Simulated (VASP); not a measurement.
# BCl3 in VASP: a series of runs

Aim: see how the results for BCl3 move with the level of theory and the settings. Levels: PBE+D3(BJ), optB86b-vdW, rev-vdW-DF2. Tasks: single point.

Everything below comes from runs of VASP 6.6.1. Logs are shortened: lines on timing, memory, paths and dates and some standing lists are left out, and cuts for length are marked.

**1. Starting point**

The cell holds a molecule in a box, 4 atoms: a = 13.134 Å, b = 13.634 Å, c = 14.134 Å, α = 90.00°, β = 90.00°, γ = 90.00°.

**2. Single point, PBE+D3(BJ)**

Input file INCAR:

```
SYSTEM = BCl3
ALGO = Fast
EDIFF = 1E-6
ENCUT = 400
GGA = PE
ISIF = 2
ISMEAR = 0
ISYM = 0
IVDW = 12
LASPH = .True.
LCHARG = .False.
LREAL = .False.
LWAVE = .False.
NELM = 60
PREC = Accurate
SIGMA = 0.005
```

Input file KPOINTS:

```
k-points
0
Gamma
  1 1 1
  0 0 0
```

Input file POSCAR:

```
BCl3
1.0
   13.1339316568      0.0000000000      0.0000000000
    0.0000000000     13.6339316568      0.0000000000
    0.0000000000      0.0000000000     14.1339316568
B Cl
1 3
Direct
    0.5031000000      0.5049000000      0.5008000000
    0.4256000000      0.4153000000      0.4496000000
    0.5377000000      0.4958000000      0.6197000000
    0.5459000000      0.6036000000      0.4329000000
```

Potentials or basis: VASP PAW PBE potentials, release 64 (B, Cl).

Run with:

```sh
$ cat potpaw_PBE.64/B/POTCAR potpaw_PBE.64/Cl/POTCAR > POTCAR
$ mpirun -np 4 vasp_gam > vasp.out
```

OUTCAR:

```text
SYSTEM = BCl3
   EDIFF = 1E-6
   ENCUT = 400
   GGA = PE
   ISIF = 2
   ISMEAR = 0
   ISYM = 0
   IVDW = 12
   LASPH = .True.
   LREAL = .False.
   NELM = 60
   PREC = Accurate
 IVDW          = 12

 ion  position               nearest neighbor table
   1  0.503  0.505  0.501-   3 1.75   4 1.75   2 1.75
   2  0.426  0.415  0.450-   1 1.75
   3  0.538  0.496  0.620-   1 1.75
   4  0.546  0.604  0.433-   1 1.75

IMPORTANT INFORMATION: All symmetrisations will be switched off!
NOSYMM: (Re-)initialisation of all symmetry stuff for point group C_1.

----------------------------------------------------------------------------------------

                                     Primitive cell

  volume of cell :    2530.9225

  direct lattice vectors                    reciprocal lattice vectors
    13.133931657  0.000000000  0.000000000     0.076138663  0.000000000  0.000000000
     0.000000000 13.633931657  0.000000000     0.000000000  0.073346414  0.000000000
     0.000000000  0.000000000 14.133931657     0.000000000  0.000000000  0.070751722

  length of vectors
    13.133931657 13.633931657 14.133931657     0.076138663  0.073346414  0.070751722

  position of ions in fractional coordinates (direct lattice)
     0.503100000  0.504900000  0.500800000
     0.425600000  0.415300000  0.449600000
     0.537700000  0.495800000  0.619700000
     0.545900000  0.603600000  0.432900000

  ion indices of the primitive-cell ions
   primitive index   ion index
                 1           1
                 2           2
                 3           3
                 4           4

----------------------------------------------------------------------------------------

 KPOINTS: k-points

Automatic generation of k-mesh.
 Grid dimensions read from file:
 generate k-points for:    1    1    1

 Generating k-lattice:

  Cartesian coordinates                     Fractional coordinates (reciprocal lattice)
     0.076138663  0.000000000  0.000000000     1.000000000  0.000000000  0.000000000
     0.000000000  0.073346414  0.000000000     0.000000000  1.000000000  0.000000000
     0.000000000  0.000000000  0.070751722     0.000000000  0.000000000  1.000000000

  Length of vectors
     0.076138663  0.073346414  0.070751722

  Shift w.r.t. Gamma in fractional coordinates (k-lattice)
     0.000000000  0.000000000  0.000000000

 Subroutine IBZKPT returns following result:
 ===========================================

 Found      1 irreducible k-points:

 Following reciprocal coordinates:
            Coordinates               Weight
  0.000000  0.000000  0.000000      1.000000
   k-points           NKPTS =      1   k-points in BZ     NKDIM =      1   number of bands    NBANDS=     16
   number of dos      NEDOS =    301   number of ions     NIONS =      4
   total plane-waves  NPLWV = 777600
   dimension x,y,z NGX =    90 NGY =   90 NGZ =   96
   dimension x,y,z NGXF=   180 NGYF=  180 NGZF=  192
   ions per type =               1   3
   NGX,Y,Z   is equivalent  to a cutoff of  11.39, 10.97, 11.29 a.u.
   NGXF,Y,Z  is equivalent  to a cutoff of  22.78, 21.95, 22.58 a.u.
 SYSTEM =  BCl3
   PREC   = accura    normal or accurate (medium, high low for compatibility)
   ISTART =      0    job   : 0-new  1-cont  2-samecut
   ICHARG =      2    charge: 1-file 2-atom 10-const
   ISPIN  =      1    spin polarized calculation?
   LNONCOLLINEAR =      F non collinear calculations
   LSORBIT =      F    spin-orbit coupling
   LASPH  =      T    aspherical Exc in radial PAW
   ENCUT  =  400.0 eV  29.40 Ry    5.42 a.u.  21.42 22.23 23.05*2*pi/ulx,y,z
   NELM   =     60;   NELMIN=  2; NELMDL= -5     # of ELM steps
   EDIFF  = 0.1E-05   stopping-criterion for ELM
   LREAL  =      F    real-space projection
   EDIFFG = 0.1E-04   stopping-criterion for IOM
   NSW    =      0    number of steps for IOM
   IBRION =     -1    ionic relax: 0-MD 1-quasi-New 2-CG
   NFREE  =      0    steps in history (QN), initial steepest desc. (CG)
   ISIF   =      2    stress and relaxation
   ISYM   =      0    0-nonsym 1-usesym 2-fastsym
   POTIM  = 0.5000    time-step for ionic-motion
   TEBEG  =    0.0;   TEEND  =   0.0 temperature during run
   PSTRESS=    0.0 pullay stress
   NELECT =      24.0000    total number of electrons
   NUPDOWN=      -1.0000    fix difference up-down
   EMIN   =  10.00;   EMAX   =-10.00  energy-range for DOS
   EFERMI =   0.00;   METHOD = LEGACY
   ISMEAR =     0;   SIGMA  =   0.01  broadening in eV -4-tet -1-fermi 0-gaus
   EFERMI_NEDOS =   21; number of points for ismear=-14 and -15
   IALGO  =     68    algorithm
   IMIX   =      4    mixing-type and parameters
     AMIX     =   0.40;   BMIX     =  1.00
     AMIX_MAG =   1.60;   BMIX_MAG =  1.00
  volume/ion in A,a.u.               =     632.73      4269.88
  Fermi-wavevector in a.u.,A,eV,Ry     =   0.346513  0.654814  1.633664  0.120071
  Thomas-Fermi vector in A             =   1.255201
   LORBIT       =      0    0 simple, 1 ext, 2 COOP (PROOUT), +10 PAW based schemes
   GGA     = PE    functional components
   LHFCALC =     F    Hartree Fock is set to
   AEXX    =    0.0000 exact exchange contribution
   IVDW    =    12    specifies the selected vdW correction
   LEPSILON=     F    determine dielectric tensor
   LRPA    =     F    only Hartree local field effects (RPA)
 non-spin polarized calculation
 RMM-DIIS sequential band-by-band and
 Gauss-broadening in eV      SIGMA  =   0.01
  energy-cutoff  :      400.00
  volume of cell :     2530.92
 maximum number of plane-waves:     23007
 NGX is ok and might be reduce to    90
   NGX = 43   NGY = 45   NGZ = 47

 number of electron      24.0000001 magnetization

 Free energy of the ion-electron system (eV)
  ---------------------------------------------------
  ext. energy  EPLUGINS =         0.00000000
  ---------------------------------------------------
  free energy    TOTEN  =       -16.08425045 eV

  energy without entropy =      -16.08425045  energy(sigma->0) =      -16.08425045

 E-fermi :  -7.4039     XC(G=0):  -0.5914

 val. band max:       -7.4479868984   @ k =   0.0000   0.0000   0.0000
 cond. band min:      -2.4690955114   @ k =   0.0000   0.0000   0.0000
 fundamental gap:      4.9788913870
 Fermi energy:        -7.4038594698

 k-point     1 :       0.0000    0.0000    0.0000
  band No.  band energies     occupation
      1     -22.1796      2.00000
      2     -20.9883      2.00000
      3     -20.9814      2.00000
      4     -12.9495      2.00000
      5     -11.0642      2.00000
      6     -11.0607      2.00000
[... 8 lines left out ...]
     15       0.2982      0.00000
     16       0.4768      0.00000

------------------------ aborting loop because EDIFF is reached ----------------------------------------

 Edisp (eV)   -0.12258

 E8    (eV) :    -0.0485

  FORCE on cell =-STRESS in cart. coord.  units (eV):
  Direction    XX          YY          ZZ          XY          YZ          ZX
  --------------------------------------------------------------------------------------
  -------------------------------------------------------------------------------------
  Total      -0.10278    -0.15542    -0.17164    -0.07164     0.00078    -0.03982
  in kB      -0.06507    -0.09839    -0.10865    -0.04535     0.00050    -0.02521
  external pressure =       -0.09 kB  Pullay stress =        0.00 kB

 VOLUME and BASIS-vectors are now :
 -----------------------------------------------------------------------------
  energy-cutoff  :      400.00
  volume of cell :     2530.92
      direct lattice vectors                 reciprocal lattice vectors
    13.133931657  0.000000000  0.000000000     0.076138663  0.000000000  0.000000000
     0.000000000 13.633931657  0.000000000     0.000000000  0.073346414  0.000000000
     0.000000000  0.000000000 14.133931657     0.000000000  0.000000000  0.070751722

 POSITION                                       TOTAL-FORCE (eV/Angst)
 -----------------------------------------------------------------------------------
      6.60768      6.88377      7.07827        -0.015461     -0.012162     -0.020009
      5.58980      5.66217      6.35462         0.041878      0.047161      0.033636
      7.06212      6.75970      8.75880        -0.012389      0.000245     -0.040256
      7.16981      8.22944      6.11858        -0.014027     -0.035244      0.026629
 -----------------------------------------------------------------------------------
    total drift:                                0.000285     -0.000578     -0.000545

  FREE ENERGIE OF THE ION-ELECTRON SYSTEM (eV)
  ---------------------------------------------------
  free  energy   TOTEN  =       -16.2068285149 eV

  energy  without entropy=      -16.2068285149  energy(sigma->0) =      -16.20682851
```

OSZICAR:

```text
N       E                     dE             d eps       ncg     rms          rms(c)
DAV:   1     0.179806302807E+03    0.17981E+03   -0.57909E+03    48   0.718E+02
DAV:   2     0.405114452431E+02   -0.13929E+03   -0.13870E+03    64   0.127E+02
DAV:   3    -0.823311088016E+01   -0.48745E+02   -0.48733E+02    48   0.737E+01
[... 15 lines left out ...]
RMM:  19    -0.160842309702E+02   -0.66832E-05   -0.14856E-06    26   0.593E-03    0.658E-04
RMM:  20    -0.160842425748E+02   -0.11605E-04   -0.63766E-07    24   0.375E-03    0.357E-04
RMM:  21    -0.160842474824E+02   -0.49076E-05   -0.31517E-07    22   0.291E-03    0.389E-04
RMM:  22    -0.160842497726E+02   -0.22902E-05   -0.16172E-07    22   0.217E-03    0.363E-04
RMM:  23    -0.160842504485E+02   -0.67591E-06   -0.48845E-08    17   0.158E-03
   1 F= -.16206829E+02 E0= -.16206829E+02  d E =-.420287E-36
```

stdout:

```text
POSCAR found type information on POSCAR B Cl
 POSCAR found :  2 types and       4 ions
 scaLAPACK will be used
 LDA part: xc-table for (Slater+PW92), standard interpolation
 POSCAR, INCAR and KPOINTS ok, starting setup
 FFT: planning ... GRIDC
 FFT: planning ... GRID_SOFT
 FFT: planning ... GRID
 WAVECAR not read
 entering main loop
```

Wall time 36 s (4 MPI ranks of Intel Xeon 6975P-C (Granite Rapids), shared host); peak memory 0.5 GiB.

Results:

```yaml
Free_energy: -16.2068 eV
Largest_force: 0.071 eV/Å
Gap_between_the_frontier_levels: 4.98 eV
Dispersion_energy_per_atom: -0.031 eV
```

Forces in eV/Å, atoms in the order of the input:
```
B   -0.015 -0.012 -0.020
Cl   0.042  0.047  0.034
Cl  -0.012  0.000 -0.040
Cl  -0.014 -0.035  0.027
```

Levels at points of the mesh, in eV from the valence-band top:
| k point | band 10 | band 11 | band 12 | band 13 | band 14 | band 15 |
| --- | --- | --- | --- | --- | --- | --- |
| (0.00, 0.00, 0.00) | -0.79 | -0.78 | 0.00 | 4.98 | 6.88 | 7.75 |

**3. Single point, optB86b-vdW**

Input file INCAR:

```
SYSTEM = BCl3
AGGAC = 0.0
ALGO = Fast
EDIFF = 1E-6
ENCUT = 400
GGA = MK
ISIF = 2
ISMEAR = 0
ISYM = 0
LASPH = .True.
LCHARG = .False.
LREAL = .False.
LUSE_VDW = .True.
LWAVE = .False.
NELM = 60
PARAM1 = 0.1234
PARAM2 = 1.0
PREC = Accurate
SIGMA = 0.005
```

KPOINTS is that of step 2.

POSCAR is that of step 2.

Potentials or basis: VASP PAW PBE potentials, release 64 (B, Cl).

Run with:

```sh
$ cat potpaw_PBE.64/B/POTCAR potpaw_PBE.64/Cl/POTCAR > POTCAR
$ mpirun -np 4 vasp_gam > vasp.out
```

OUTCAR:

```text
SYSTEM = BCl3
   EDIFF = 1E-6
   ENCUT = 400
   GGA = MK
   ISIF = 2
   ISMEAR = 0
   ISYM = 0
   LASPH = .True.
   LREAL = .False.
   NELM = 60
   PREC = Accurate

 ion  position               nearest neighbor table
   1  0.503  0.505  0.501-   3 1.75   4 1.75   2 1.75
   2  0.426  0.415  0.450-   1 1.75
   3  0.538  0.496  0.620-   1 1.75
   4  0.546  0.604  0.433-   1 1.75

IMPORTANT INFORMATION: All symmetrisations will be switched off!
[... 159 lines left out ...]
  --------------------------------------------------------------------------------------
  -------------------------------------------------------------------------------------
  Total       -0.1235888     -0.1622166     -0.1709467     -0.0561133     -0.0040001     -0.0321529
  in kB       -0.0782367     -0.1026897     -0.1082162     -0.0355220     -0.0025322     -0.0203541
  external PRESSURE =      -0.0963809 kB  Pullay stress =       0.0000000 kB

 VOLUME and BASIS-vectors are now :
 -----------------------------------------------------------------------------
  energy-cutoff  :      400.00
  volume of cell :     2530.92
      direct lattice vectors                 reciprocal lattice vectors
    13.133931657  0.000000000  0.000000000     0.076138663  0.000000000  0.000000000
     0.000000000 13.633931657  0.000000000     0.000000000  0.073346414  0.000000000
     0.000000000  0.000000000 14.133931657     0.000000000  0.000000000  0.070751722

 POSITION                                       TOTAL-FORCE (eV/Angst)
 -----------------------------------------------------------------------------------
      6.60768      6.88377      7.07827        -0.015373     -0.012165     -0.019801
      5.58980      5.66217      6.35462         0.034079      0.037776      0.027879
      7.06212      6.75970      8.75880        -0.008751     -0.000890     -0.027330
      7.16981      8.22944      6.11858        -0.009956     -0.024721      0.019253
 -----------------------------------------------------------------------------------
    total drift:                                0.000400     -0.000298     -0.000867

  FREE ENERGIE OF THE ION-ELECTRON SYSTEM (eV)
  ---------------------------------------------------
  free  energy   TOTEN  =        -9.7242738249 eV

  energy  without entropy=       -9.7242738249  energy(sigma->0) =       -9.72427382

Total vdW correction in eV:      5.5882284
```

OSZICAR:

```text
N       E                     dE             d eps       ncg     rms          rms(c)
DAV:   1     0.184930020989E+03    0.18493E+03   -0.57575E+03    48   0.718E+02
DAV:   2     0.477216275876E+02   -0.13721E+03   -0.13660E+03    64   0.126E+02
DAV:   3    -0.212021228033E+01   -0.49842E+02   -0.49832E+02    48   0.741E+01
[... 18 lines left out ...]
RMM:  22    -0.972426761577E+01   -0.55003E-05   -0.64190E-07    25   0.396E-03    0.220E-04
RMM:  23    -0.972427052934E+01   -0.29136E-05   -0.38593E-07    23   0.323E-03    0.125E-04
RMM:  24    -0.972427229713E+01   -0.17678E-05   -0.28470E-07    21   0.267E-03    0.762E-05
RMM:  25    -0.972427363614E+01   -0.13390E-05   -0.19488E-07    23   0.252E-03    0.840E-05
RMM:  26    -0.972427382489E+01   -0.18875E-06   -0.40371E-08    16   0.164E-03
   1 F= -.97242738E+01 E0= -.97242738E+01  d E =-.262896E-48
```

Wall time 6.8 min (4 MPI ranks of Intel Xeon 6975P-C (Granite Rapids), shared host); peak memory 1.3 GiB.

What came out:

```yaml
Free_energy: -9.7243 eV
Largest_force: 0.058 eV/Å
Gap_between_the_frontier_levels: 4.99 eV
```

Forces in eV/Å, atoms in the order of the input:
```
B   -0.015 -0.012 -0.020
Cl   0.034  0.038  0.028
Cl  -0.009 -0.001 -0.027
Cl  -0.010 -0.025  0.019
```

Caveat: the PAW data sets were made with another functional, which shifts forces and pressure a little.

**4. Single point, rev-vdW-DF2**

INCAR, as its differences from that of step 3:

```diff
@@ -16,4 +16,5 @@
 PARAM1 = 0.1234
-PARAM2 = 1.0
+PARAM2 = 0.711357
 PREC = Accurate
 SIGMA = 0.005
+ZAB_VDW = -1.8867
```

KPOINTS is that of step 3.

POSCAR is that of step 3.

Potentials or basis: VASP PAW PBE potentials, release 64 (B, Cl).

Run with:

```sh
$ cat potpaw_PBE.64/B/POTCAR potpaw_PBE.64/Cl/POTCAR > POTCAR
$ mpirun -np 4 vasp_gam > vasp.out
```

OUTCAR:

```text
SYSTEM = BCl3
   EDIFF = 1E-6
   ENCUT = 400
   GGA = MK
   ISIF = 2
   ISMEAR = 0
   ISYM = 0
   LASPH = .True.
   LREAL = .False.
   NELM = 60
   PREC = Accurate

 ion  position               nearest neighbor table
   1  0.503  0.505  0.501-   3 1.75   4 1.75   2 1.75
   2  0.426  0.415  0.450-   1 1.75
   3  0.538  0.496  0.620-   1 1.75
   4  0.546  0.604  0.433-   1 1.75

IMPORTANT INFORMATION: All symmetrisations will be switched off!
[... 159 lines left out ...]
  --------------------------------------------------------------------------------------
  -------------------------------------------------------------------------------------
  Total       -0.1410685     -0.1948080     -0.2120859     -0.0727331      0.0014355     -0.0404049
  in kB       -0.0893021     -0.1233214     -0.1342590     -0.0460430      0.0009087     -0.0255780
  external PRESSURE =      -0.1156275 kB  Pullay stress =       0.0000000 kB

 VOLUME and BASIS-vectors are now :
 -----------------------------------------------------------------------------
  energy-cutoff  :      400.00
  volume of cell :     2530.92
      direct lattice vectors                 reciprocal lattice vectors
    13.133931657  0.000000000  0.000000000     0.076138663  0.000000000  0.000000000
     0.000000000 13.633931657  0.000000000     0.000000000  0.073346414  0.000000000
     0.000000000  0.000000000 14.133931657     0.000000000  0.000000000  0.070751722

 POSITION                                       TOTAL-FORCE (eV/Angst)
 -----------------------------------------------------------------------------------
      6.60768      6.88377      7.07827        -0.015239     -0.012001     -0.019684
      5.58980      5.66217      6.35462         0.042745      0.048224      0.034092
      7.06212      6.75970      8.75880        -0.012726      0.000171     -0.041972
      7.16981      8.22944      6.11858        -0.014780     -0.036393      0.027564
 -----------------------------------------------------------------------------------
    total drift:                                0.000359     -0.000397     -0.000815

  FREE ENERGIE OF THE ION-ELECTRON SYSTEM (eV)
  ---------------------------------------------------
  free  energy   TOTEN  =       -10.5002107529 eV

  energy  without entropy=      -10.5002107529  energy(sigma->0) =      -10.50021075

Total vdW correction in eV:      4.9950522
```

Wall time 6 min (4 MPI ranks of Intel Xeon 6975P-C (Granite Rapids), shared host); peak memory 1.3 GiB.

Results:

```
Free energy                     : -10.5002 eV
Largest force                   : 0.073 eV/Å
Gap between the frontier levels : 4.98 eV
```

Forces in eV/Å, atoms in the order of the input:
```
B   -0.015 -0.012 -0.020
Cl   0.043  0.048  0.034
Cl  -0.013  0.000 -0.042
Cl  -0.015 -0.036  0.028
```

Caveat: the PAW data sets were made with another functional, which shifts forces and pressure a little.

**5. The runs side by side**

```tsv
level	gap on the mesh (eV)	largest force (eV/Å)
PBE+D3(BJ)	4.98	0.07
optB86b-vdW	4.99	0.06
rev-vdW-DF2	4.98	0.07
```

Alike in all rows: task single point; potentials or basis VASP PAW PBE potentials, release 64 (B, Cl); no spin polarisation; cell as given; k mesh 1 × 1 × 1; cutoff (eV) 400; smearing gaussian 0.005 eV.

On the cell as given the gap runs from 4.98 eV (PBE+D3(BJ)) to 4.99 eV (optB86b-vdW).

Caveats: the PAW data sets were made with another functional, which shifts forces and pressure a little (some runs).

Total energies depend on the potentials used, so only differences within one code and one set of settings carry meaning.
